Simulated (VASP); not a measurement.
# CaCuH2 (R-3m) in VASP: further runs

Runs on CaCuH2. Level: PBE. Tasks: single point, relaxation of cell and atoms.

Everything below comes from runs of VASP 6.6.1. Logs are shortened: lines on timing, memory, paths and dates and some standing lists are left out, and cuts for length are marked.

### Step 1. The cell of the first run

Symmetry: R-3m, No. 166, trigonal system. Conventional cell: a = 3.904 Å, b = 3.904 Å, c = 12.999 Å, α = 90.00°, β = 90.00°, γ = 120.00°. Ca (site symmetry -3m) is surrounded by 6 H at 2.34 Å. Around Cu (site symmetry -3m) lie 2 H at 1.55 Å. H (site symmetry 3m) is surrounded by 1 Cu at 1.55 Å.

The cell was built by a generator and needn't be a form met in nature.

### Step 2. Single point, PBE (random cell by space group and Wyckoff sites (R-3m, No. 166))

File INCAR:

```
SYSTEM = CaCuH2
ALGO = Fast
EDIFF = 1E-6
ENCUT = 520
GGA = PE
ISIF = 2
ISMEAR = 0
LASPH = .True.
LCHARG = .False.
LREAL = .False.
LWAVE = .False.
NBANDS = 20
NELM = 100
PREC = Accurate
SIGMA = 0.1
```

File KPOINTS:

```
k-points
0
Gamma
  6 6 6
  0 0 0
```

File POSCAR:

```
CaCuH2
1.0
    1.9519252876      1.1269445873      4.3329757053
   -1.9519252876      1.1269445873      4.3329757053
    0.0000000000     -2.2538891834      4.3329757030
Ca Cu H
1 1 2
Direct
    0.5000000000      0.5000000000      0.5000000000
    0.0000000000      0.0000000000      0.0000000000
    0.8809917553      0.8809917553      0.8809917553
    0.1190082447      0.1190082447      0.1190082447
```

Potentials or basis: VASP PAW PBE potentials, release 64 (Ca_sv, Cu, H).

Started as:

```
$ cat potpaw_PBE.64/Ca_sv/POTCAR potpaw_PBE.64/Cu/POTCAR potpaw_PBE.64/H/POTCAR > POTCAR
$ mpirun -np 1 vasp_std > vasp.out
```

OUTCAR:

```text
SYSTEM = CaCuH2
   EDIFF = 1E-6
   ENCUT = 520
   GGA = PE
   ISIF = 2
   ISMEAR = 0
   LASPH = .True.
   LREAL = .False.
   NELM = 100
   PREC = Accurate

 ion  position               nearest neighbor table
   1  0.500  0.500  0.500-
   2  0.000  0.000  0.000-   3 1.55   4 1.55
   3  0.881  0.881  0.881-   2 1.55
   4  0.119  0.119  0.119-   2 1.55

  LATTYP: Found a trigonal (rhomboedric) cell.
 ALAT       =     4.8841268302
 COS(alpha) =     0.6805649919

  Lattice vectors:

 A1 = (   1.9519252876,   1.1269445873,   4.3329757053)
 A2 = (  -1.9519252876,   1.1269445873,   4.3329757053)
 A3 = (   0.0000000000,  -2.2538891834,   4.3329757030)

Analysis of symmetry for initial positions (statically):
=====================================================================
 Subroutine PRICEL returns:
 Original cell was already a primitive cell.

 Routine SETGRP: Setting up the symmetry group for a
 trigonal (rhombohedral) supercell.

 Subroutine GETGRP returns: Found 12 space group operations
 (whereof 12 operations were pure point group operations)
 out of a pool of 12 trial point group operations.

The static configuration has the point symmetry D_3d.

Analysis of symmetry for dynamics (positions and initial velocities):
=====================================================================
 Subroutine PRICEL returns:
 Original cell was already a primitive cell.

 Routine SETGRP: Setting up the symmetry group for a
 trigonal (rhombohedral) supercell.

 Subroutine GETGRP returns: Found 12 space group operations
 (whereof 12 operations were pure point group operations)
 out of a pool of 12 trial point group operations.

The dynamic configuration has the point symmetry D_3d.

 Subroutine INISYM returns: Found 12 space group operations
 (whereof 12 operations are pure point group operations),
 and found     1 'primitive' translations

----------------------------------------------------------------------------------------

                                     Primitive cell

  volume of cell :      57.1878

  direct lattice vectors                    reciprocal lattice vectors
     1.951925288  1.126944587  4.332975705     0.256157345  0.147892512  0.076929426
    -1.951925288  1.126944587  4.332975705    -0.256157345  0.147892512  0.076929426
     0.000000000 -2.253889183  4.332975703     0.000000000 -0.295785025  0.076929426

  length of vectors
     4.884126830  4.884126830  4.884126830     0.305625453  0.305625453  0.305625453

  position of ions in fractional coordinates (direct lattice)
     0.500000000  0.500000000  0.500000000
     0.000000000  0.000000000  0.000000000
     0.880991755  0.880991755  0.880991755
     0.119008245  0.119008245  0.119008245

  ion indices of the primitive-cell ions
   primitive index   ion index
                 1           1
                 2           2
                 3           3
                 4           4

----------------------------------------------------------------------------------------

 KPOINTS: k-points

Automatic generation of k-mesh.
 Grid dimensions read from file:
 generate k-points for:    6    6    6

 Generating k-lattice:

  Cartesian coordinates                     Fractional coordinates (reciprocal lattice)
     0.042692891  0.024648752  0.012821571     0.166666667  0.000000000  0.000000000
    -0.042692891  0.024648752  0.012821571     0.000000000  0.166666667  0.000000000
     0.000000000 -0.049297504  0.012821571    -0.000000000 -0.000000000  0.166666667

  Length of vectors
     0.050937575  0.050937575  0.050937575

  Shift w.r.t. Gamma in fractional coordinates (k-lattice)
     0.000000000  0.000000000  0.000000000

 Subroutine IBZKPT returns following result:
 ===========================================

 Found     32 irreducible k-points:

 Following reciprocal coordinates:
            Coordinates               Weight
  0.000000  0.000000  0.000000      1.000000
  0.166667 -0.000000  0.000000      6.000000
  0.333333 -0.000000  0.000000      6.000000
  0.500000 -0.000000 -0.000000      3.000000
  0.166667  0.166667  0.000000      6.000000
  0.333333  0.166667  0.000000     12.000000
[... 16 lines left out ...]
  0.500000  0.500000  0.166667      6.000000
 -0.333333  0.500000  0.166667     12.000000
 [... further k-points ...]
   k-points           NKPTS =     32   k-points in BZ     NKDIM =     32   number of bands    NBANDS=     20
   number of dos      NEDOS =    301   number of ions     NIONS =      4
   total plane-waves  NPLWV =  46656
   dimension x,y,z NGX =    36 NGY =   36 NGZ =   36
   dimension x,y,z NGXF=    72 NGYF=   72 NGZF=   72
   ions per type =               1   1   2
   NGX,Y,Z   is equivalent  to a cutoff of  12.25, 12.25, 12.25 a.u.
   NGXF,Y,Z  is equivalent  to a cutoff of  24.51, 24.51, 24.51 a.u.
 SYSTEM =  CaCuH2
   PREC   = accura    normal or accurate (medium, high low for compatibility)
   ISTART =      0    job   : 0-new  1-cont  2-samecut
   ICHARG =      2    charge: 1-file 2-atom 10-const
   ISPIN  =      1    spin polarized calculation?
   LNONCOLLINEAR =      F non collinear calculations
   LSORBIT =      F    spin-orbit coupling
   LASPH  =      T    aspherical Exc in radial PAW
   ENCUT  =  520.0 eV  38.22 Ry    6.18 a.u.   9.08  9.08  9.08*2*pi/ulx,y,z
   NELM   =    100;   NELMIN=  2; NELMDL= -5     # of ELM steps
   EDIFF  = 0.1E-05   stopping-criterion for ELM
   LREAL  =      F    real-space projection
   EDIFFG = 0.1E-04   stopping-criterion for IOM
   NSW    =      0    number of steps for IOM
   IBRION =     -1    ionic relax: 0-MD 1-quasi-New 2-CG
   NFREE  =      0    steps in history (QN), initial steepest desc. (CG)
   ISIF   =      2    stress and relaxation
   ISYM   =      2    0-nonsym 1-usesym 2-fastsym
   POTIM  = 0.5000    time-step for ionic-motion
   TEBEG  =    0.0;   TEEND  =   0.0 temperature during run
   PSTRESS=    0.0 pullay stress
   NELECT =      23.0000    total number of electrons
   NUPDOWN=      -1.0000    fix difference up-down
   EMIN   =  10.00;   EMAX   =-10.00  energy-range for DOS
   EFERMI =   0.00;   METHOD = LEGACY
   ISMEAR =     0;   SIGMA  =   0.10  broadening in eV -4-tet -1-fermi 0-gaus
   EFERMI_NEDOS =   21; number of points for ismear=-14 and -15
   IALGO  =     68    algorithm
   IMIX   =      4    mixing-type and parameters
     AMIX     =   0.40;   BMIX     =  1.00
     AMIX_MAG =   1.60;   BMIX_MAG =  1.00
  volume/ion in A,a.u.               =      14.30        96.48
  Fermi-wavevector in a.u.,A,eV,Ry     =   1.208416  2.283575 19.868159  1.460268
  Thomas-Fermi vector in A             =   2.344024
   LORBIT       =      0    0 simple, 1 ext, 2 COOP (PROOUT), +10 PAW based schemes
   GGA     = PE    functional components
   LHFCALC =     F    Hartree Fock is set to
   AEXX    =    0.0000 exact exchange contribution
   IVDW    =     0    specifies the selected vdW correction
   LEPSILON=     F    determine dielectric tensor
   LRPA    =     F    only Hartree local field effects (RPA)
 non-spin polarized calculation
 RMM-DIIS sequential band-by-band and
 Gauss-broadening in eV      SIGMA  =   0.10
  energy-cutoff  :      520.00
  volume of cell :       57.19
 maximum number of plane-waves:      1564
   NGX = 19   NGY = 19   NGZ = 19

 number of electron      22.9999989 magnetization

 Free energy of the ion-electron system (eV)
  ---------------------------------------------------
  ext. energy  EPLUGINS =         0.00000000
  ---------------------------------------------------
  free energy    TOTEN  =       -13.23083259 eV

  energy without entropy =      -13.22083185  energy(sigma->0) =      -13.22583222

 E-fermi :   3.0407     XC(G=0):  -9.1705

 val. band max:        3.0358050617   @ k =  -0.1667   0.3333   0.1667
 cond. band min:       3.0677901466   @ k =   0.5000   0.3333   0.1667
 fundamental gap:      0.0319850849
 Fermi energy:         3.0406958207

 k-point     1 :       0.0000    0.0000    0.0000
  band No.  band energies     occupation
      1     -38.1953      2.00000
      2     -19.2376      2.00000
      3     -19.1588      2.00000
      4     -19.1588      2.00000
      5      -5.2233      2.00000
      6      -0.9135      2.00000
[... 12 lines left out ...]
     19      10.0434      0.00000
     20      10.6547      0.00000

 k-point     2 :       0.1667   -0.0000    0.0000
  band No.  band energies     occupation
      1     -38.1923      2.00000
      2     -19.2340      2.00000
      3     -19.1982      2.00000
      4     -19.1666      2.00000
      5      -4.9127      2.00000
      6      -0.8123      2.00000
[... 12 lines left out ...]
     19      10.5112      0.00000
     20      10.6140      0.00000

 k-point     3 :       0.3333   -0.0000    0.0000
  band No.  band energies     occupation
      1     -38.1864      2.00000
      2     -19.2764      2.00000
      3     -19.2259      2.00000
      4     -19.1820      2.00000
      5      -4.1757      2.00000
      6      -1.3307      2.00000
[... 12 lines left out ...]
     19      10.3231      0.00000
     20      10.9899      0.00000

 k-point     4 :       0.5000   -0.0000   -0.0000
  band No.  band energies     occupation
      1     -38.1834      2.00000
      2     -19.3143      2.00000
      3     -19.2223      2.00000
      4     -19.1897      2.00000
      5      -3.6914      2.00000
      6      -1.7442      2.00000
[... 429 lines left out ...]
 k-point    23 :       0.5000    0.5000    0.1667
  band No.  band energies     occupation
      1     -38.1861      2.00000
      2     -19.2726      2.00000
      3     -19.2346      2.00000
      4     -19.1833      2.00000
      5      -3.6573      2.00000
      6      -2.2085      2.00000
[... 12 lines left out ...]
     19       9.6740      0.00000
     20      10.1118      0.00000

 k-point    24 :      -0.3333    0.5000    0.1667
  band No.  band energies     occupation
      1     -38.1833      2.00000
      2     -19.2895      2.00000
      3     -19.2274      2.00000
      4     -19.2117      2.00000
      5      -3.5587      2.00000
      6      -1.9625      2.00000
[... 12 lines left out ...]
     19      10.2054      0.00000
     20      10.6832      0.00000

 [... further k-points ...]

------------------------ aborting loop because EDIFF is reached ----------------------------------------

  FORCE on cell =-STRESS in cart. coord.  units (eV):
  Direction    XX          YY          ZZ          XY          YZ          ZX
  --------------------------------------------------------------------------------------
  -------------------------------------------------------------------------------------
  Total       -0.0057559     -0.0057559      0.1092134      0.0000000     -0.0000000      0.0000000
  in kB       -0.1612573     -0.1612573      3.0597319      0.0000000     -0.0000000      0.0000000
  external PRESSURE =       0.9124057 kB  Pullay stress =       0.0000000 kB

 VOLUME and BASIS-vectors are now :
 -----------------------------------------------------------------------------
  energy-cutoff  :      520.00
  volume of cell :       57.19
      direct lattice vectors                 reciprocal lattice vectors
     1.951925288  1.126944587  4.332975705     0.256157345  0.147892512  0.076929426
    -1.951925288  1.126944587  4.332975705    -0.256157345  0.147892512  0.076929426
     0.000000000 -2.253889183  4.332975703     0.000000000 -0.295785025  0.076929426

 POSITION                                       TOTAL-FORCE (eV/Angst)
 -----------------------------------------------------------------------------------
      0.00000     -0.00000      6.49946         0.000000      0.000000      0.000000
      0.00000      0.00000      0.00000        -0.000000      0.000000      0.000000
      0.00000     -0.00000     11.45195         0.000000      0.000000     -0.016082
      0.00000     -0.00000      1.54698         0.000000     -0.000000      0.016082
 -----------------------------------------------------------------------------------
    total drift:                                0.000000     -0.000000      0.000000

  FREE ENERGIE OF THE ION-ELECTRON SYSTEM (eV)
  ---------------------------------------------------
  free  energy   TOTEN  =       -13.2308325911 eV

  energy  without entropy=      -13.2208318481  energy(sigma->0) =      -13.22583222
```

It took 73 s on 1 thread of Intel Xeon Platinum 8559C (Emerald Rapids), shared host; peak memory 0.22 GiB.

Results:

| Item | Value |
| --- | --- |
| Free energy | -13.2308 eV |
| Pressure | 0.1 GPa |
| Largest force | 0.016 eV/Å |
| Band gap on the k mesh | none (metal or under the smearing width) |

Forces in eV/Å, atoms in the order of the input:
```
Ca   0.000  0.000  0.000
Cu   0.000  0.000  0.000
H    0.000  0.000 -0.016
H    0.000  0.000  0.016
```

Stress tensor (GPa, compression positive):
```
-0.02  0.00  0.00
 0.00 -0.02  0.00
 0.00  0.00  0.31
```

### Step 3. Relaxation of cell and atoms, PBE (random cell by space group and Wyckoff sites (R-3m, No. 166))

File INCAR:

```
SYSTEM = CaCuH2
  PREC = Accurate
  ENCUT = 600
  EDIFF = 1E-6
  ISMEAR = 0
  SIGMA = 0.1
  LREAL = .FALSE.
  LASPH = .TRUE.
  NELM = 60
  ALGO = Normal
  ISIF = 3
  LWAVE = .FALSE.
  LCHARG = .FALSE.
  GGA = PE
  IBRION = 2
  NSW = 90
  EDIFFG = -0.04
```

File KPOINTS:

```
Automatic mesh
0
G
  6 6 6
  0 0 0
```

File POSCAR:

```
CaCuH2
1.0
    2.3636753700      1.3646686100      2.4540141900
   -2.3636753700      1.3646686100      2.4540141900
    0.0000000000     -2.7293372300      2.4540141900
Ca Cu H
1 1 2
Direct
    0.5000000000      0.5000000000      0.5000000000
    0.0000000000      0.0000000000      0.0000000000
    0.7514264400      0.7514264400      0.7514264400
    0.2485735600      0.2485735600      0.2485735600
```

Potentials or basis: VASP PAW PBE potentials, release 64 (Ca_sv, Cu, H).

Started as:

```
$ cat potpaw_PBE.64/Ca_sv/POTCAR potpaw_PBE.64/Cu/POTCAR potpaw_PBE.64/H/POTCAR > POTCAR
$ mpirun -np 1 vasp_std > vasp.out
```

It took 11 min on 1 thread of Intel Xeon Platinum 8559C (Emerald Rapids), shared host; peak memory 0.2 GiB.

The run converged. Its results:

```
Free energy                            : -13.0720 eV
Relaxed volume                         : 13.83 Å³/atom
Relaxed cell                           : a = 4.626 Å, b = 4.626 Å, c = 4.626 Å, α = 51.10°, β = 51.10°, γ = 51.10°
Space group after relaxing (to 0.05 Å) : R-3m (No. 166)
Energy gained by relaxing              : 425.6 meV/atom
Ionic steps                            : 48
Pressure after relaxing                : 0.1 GPa
Largest force after relaxing           : 0.032 eV/Å
Band gap on the k mesh                 : none (metal or under the smearing width)
```

Forces on the atoms (eV/Å):
```
Ca   0.000  0.000  0.000
Cu   0.000  0.000  0.000
H    0.000  0.000 -0.032
H    0.000  0.000  0.032
```

Stress tensor (GPa, compression positive):
```
 0.26  0.00  0.00
 0.00  0.26  0.00
 0.00  0.00 -0.10
```

Step by step:
```tsv
step	energy change (eV)	largest force (eV/Å)	pressure (GPa)	volume (Å³)
1	0.0000	2.6423	7.71	47.49
3	-0.9815	0.5497	-2.84	53.05
5	-1.0242	0.3914	-4.87	55.07
7	-1.1179	0.3068	-2.11	51.55
9	-1.1515	0.1680	1.08	48.57
11	-1.1792	0.1245	0.55	49.05
13	-1.1923	0.0874	-0.61	50.99
15	-1.1951	0.0236	0.23	50.62
17	-1.2146	0.0011	1.27	50.69
19	-1.1105	2.4361	12.54	50.19
21	-1.2460	1.2745	8.97	50.45
23	-1.2667	0.8793	7.60	50.54
25	-1.2669	0.8858	7.60	50.54
27	-1.2678	0.9162	7.68	50.55
29	-1.2694	1.0464	8.17	50.61
31	-1.2742	1.0426	8.12	50.65
33	-1.2957	1.0289	7.85	50.84
35	-1.3755	0.9912	7.06	51.59
37	-1.5748	1.1524	4.55	54.33
39	-1.5387	1.5901	4.34	55.12
41	-1.6940	0.1089	-1.15	56.97
43	-1.6940	0.1546	-1.01	56.90
45	-1.6996	0.1175	-0.31	56.12
47	-1.7017	0.0788	0.31	55.26
48	-1.7022	0.0318	0.14	55.32
```

Final structure:
```
Ca Cu H
1.0
     1.99517    1.15191    4.01165
    -1.99517    1.15191    4.01165
     0.00000   -2.30382    4.01165
Ca Cu H
1 1 2
Direct
  0.50000 0.50000 0.50000
  0.00000 0.00000 0.00000
  0.87181 0.87181 0.87181
  0.12819 0.12819 0.12819
```

Levels at points of the mesh, in eV from the Fermi level:
| k point | band 7 | band 8 | band 9 | band 10 | band 11 | band 12 | band 13 | band 14 | band 15 |
| --- | --- | --- | --- | --- | --- | --- | --- | --- | --- |
| (0.00, 0.00, 0.00) | -3.47 | -3.47 | -3.19 | -3.19 | -2.43 | 0.89 | 2.87 | 2.87 | 4.01 |
| (0.50, 0.00, 0.00) | -3.43 | -3.39 | -3.31 | -2.99 | -2.63 | -0.99 | 2.10 | 3.29 | 4.04 |
| (0.50, 0.50, 0.00) | -3.55 | -3.41 | -3.40 | -3.00 | -2.72 | 0.50 | 0.65 | 3.64 | 4.19 |
| (0.50, 0.50, 0.50) | -3.71 | -3.32 | -3.32 | -3.13 | -3.13 | 1.88 | 1.88 | 2.38 | 4.10 |

Caveat: the volume moved by over 15 % at a fixed basis, so the end points are rough.
